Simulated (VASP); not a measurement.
An input for Quantum ESPRESSO's pw.x (written as the equivalent of a VASP run, and not itself run):

```
&CONTROL
  calculation = 'vc-relax'
  pseudo_dir = './pseudo'
  outdir = './out'
  tprnfor = .true.
  tstress = .true.
  nstep = 60
  forc_conv_thr = 0.00078
/
&SYSTEM
  ibrav = 0
  nat = 4
  ntyp = 3
  ecutwfc = 84
  occupations = 'smearing'
  smearing = 'gaussian'
  degauss = 0.003675
  input_dft = 'pz'
/
&ELECTRONS
  conv_thr = 7.3e-08
  electron_maxstep = 100
/
&IONS
/
&CELL
/
ATOMIC_SPECIES
  Zn 65.380 Zn.upf
  Hg 200.592 Hg.upf
  S 32.060 S.upf
CELL_PARAMETERS angstrom
     1.9569817    1.1298643    6.4798243
    -1.9569817    1.1298643    6.4798243
     0.0000000   -2.2597276    6.4798243
ATOMIC_POSITIONS crystal
  Zn   0.4988502  0.4988502  0.4988502
  Hg   0.0033254  0.0033254  0.0033254
  S    0.1315186  0.1315186  0.1315186
  S    0.6162897  0.6162897  0.6162897
K_POINTS automatic
  6 6 6 0 0 0
```

### Question
Write the VASP files for the same calculation (LDA).

### Answer
Several could match; the one computed here: 
### KPOINTS
```
Automatic
0
Gamma
6 6 6
```

### POSCAR
```
ZnHgS2
1
    1.9569816712     1.1298642918     6.4798243388
   -1.9569816712     1.1298642918     6.4798243388
    0.0000000000    -2.2597276394     6.4798243433
Zn Hg S
1 1 2
Direct
  0.4988502500   0.4988502500   0.4988502500
  0.0033254152   0.0033254152   0.0033254152
  0.1315186073   0.1315186073   0.1315186073
  0.6162897275   0.6162897275   0.6162897275
```

**INCAR**
```
ALGO = Normal
EDIFF = 1E-6
EDIFFG = -0.02
ENCUT = 400
IBRION = 2
ISIF = 3
ISMEAR = 0
LASPH = T
LCHARG = F
LMAXMIX = 6
LREAL = F
LWAVE = F
NELM = 100
NSW = 60
PREC = Accurate
SIGMA = 0.05
SYSTEM = ZnHgS2
```

POTCAR, in this order: Zn Hg S (LDA.64 set). Program: vasp_std.

What does not carry over: the potentials are each code's own (VASP's PAW set, PseudoDojo norm-conserving files in pw.x), so ENCUT and ecutwfc are chosen apart and not converted; conv_thr bounds pw.x's estimated SCF error, while EDIFF bounds the energy change between steps; forc_conv_thr acts on force components and is met together with etot_conv_thr.

The structure comes from a computed database's ZnHgS2 entry (R3m); how it stands against other phases isn't given here. This run relaxes it. Symmetry was kept, so distortions that lower it aren't found. The start is the result of an earlier pass.
